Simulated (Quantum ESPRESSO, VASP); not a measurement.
An input for Quantum ESPRESSO (PBEsol, GBRV 1.5 ultrasoft (PBESOL) pseudopotentials):

```
&CONTROL
    calculation = 'scf',
    prefix = 'scf',
    outdir = './tmp',
    pseudo_dir = './',
    tprnfor = .true.,
    tstress = .true.,
/
&SYSTEM
    ibrav = 0,
    nat = 10,
    ntyp = 3,
    ecutwfc = 40,
    ecutrho = 200,
    occupations = 'smearing',
    smearing = 'gaussian',
    degauss = 0.0147,
/
&ELECTRONS
    conv_thr = 1e-10,
    mixing_beta = 0.3,
/
ATOMIC_SPECIES
Ca    40.0780  ca_pbesol_v1.uspp.F.UPF
Cd   112.4140  cd_pbesol_v1.uspp.F.UPF
P     30.9738  p_pbesol_v1.5.uspp.F.UPF
ATOMIC_POSITIONS {crystal}
Ca    0.0000000000    0.0000000000    0.3651590000
Ca    0.0000000000    0.0000000000    0.6348410000
Cd    0.3333333333    0.6666666667    0.2675640000
Cd    0.6666666667    0.3333333333    0.4627550000
Cd    0.3333333333    0.6666666667    0.5372490000
Cd    0.6666666667    0.3333333333    0.7324360000
P     0.6666666667    0.3333333333    0.3002940000
P     0.3333333333    0.6666666667    0.4300240000
P     0.6666666667    0.3333333333    0.5699760000
P     0.3333333333    0.6666666667    0.6997100000
K_POINTS {automatic}
5 5 1  0 0 0
CELL_PARAMETERS {bohr}
   8.1112908865     0.0000000000     0.0000000000
  -4.0556454433     7.0245839652     0.0000000000
   0.0000000000     0.0000000000    49.4390148725
```

**Question.** Write the VASP files for the same calculation.

**Answer.** One set of files that does it:

**KPOINTS**
```
Regular mesh
0
G
  5 5 1
0 0 0
```

**INCAR**
```
SYSTEM = CaCd2P2
PREC = Accurate
ENCUT = 300
EDIFF = 1E-6
NELM = 100
ALGO = Normal
LREAL = .FALSE.
LASPH = .TRUE.
ISMEAR = 0
SIGMA = 0.2
GGA = PS
LMAXMIX = 4
LWAVE = .FALSE.
LCHARG = .FALSE.
ISIF = 2
```

### POSCAR
```
CaCd2P2
52.3240
  0.0820332926   0.0000000000   0.0000000000
 -0.0410166463   0.0710429249   0.0000000000
  0.0000000000   0.0000000000   0.5000000000
Ca Cd P
2 4 4
Cartesian
  0.0000000000   0.0000000000   0.1825795000
  0.0000000000   0.0000000000   0.3174205000
 -0.0000000410   0.0473619736   0.1337820000
  0.0410166873   0.0236809513   0.2313775000
 -0.0000000410   0.0473619736   0.2686245000
  0.0410166873   0.0236809513   0.3662180000
  0.0410166873   0.0236809513   0.1501470000
 -0.0000000410   0.0473619736   0.2150120000
  0.0410166873   0.0236809513   0.2849880000
 -0.0000000410   0.0473619736   0.3498550000
```

POTCAR, in this order: Ca_sv Cd P (PBE.64 set). Program: vasp_std.

Both are inputs of real runs that ended normally. What can't carry over is the choice of potentials or basis and its cut-off, and each code's defaults.

The cell is a sheet with vacuum, built from a database entry that may be metastable or hypothetical.
